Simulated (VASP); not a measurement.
Input:

```
CELL_PARAMETERS angstrom
      4.14130     0.00000     0.00000
      0.00000     4.14130     0.00000
      0.00000     0.00000     4.14130
ATOMIC_POSITIONS crystal
  Ti 0.50000 0.50000 0.00000
  Ti 0.00000 0.50000 0.50000
  Ti 0.50000 0.00000 0.50000
  Al 0.00000 0.00000 0.00000
  C  0.50000 0.50000 0.50000
```

Level of theory: PBEsol GGA, VASP's PBE PAW potentials (set 64) (plane waves; VASP). Numerical set-up: 520 eV cut-off, 7×7×7 Γ-centred mesh, first-order Methfessel-Paxton smearing of 0.10 eV, potentials Ti_sv Al C.

**Question.** Predict the energy per atom (σ→0), band gap (on the k-mesh) with the smallest direct gap where there is one.

**Answer.** 
| Quantity | Value |
|---|---|
| band gap (on the k-mesh) | none (metal, semimetal or under 0.01 eV) |
| energy per atom (σ→0) | -8.386 eV/atom |

The structure comes from a computed database's Ti3AlC entry (Pm-3m); how it stands against other phases isn't given here. It was relaxed first. The start is the result of an earlier pass. The electron count is odd and the run is not spin-polarised, which forces a metal.
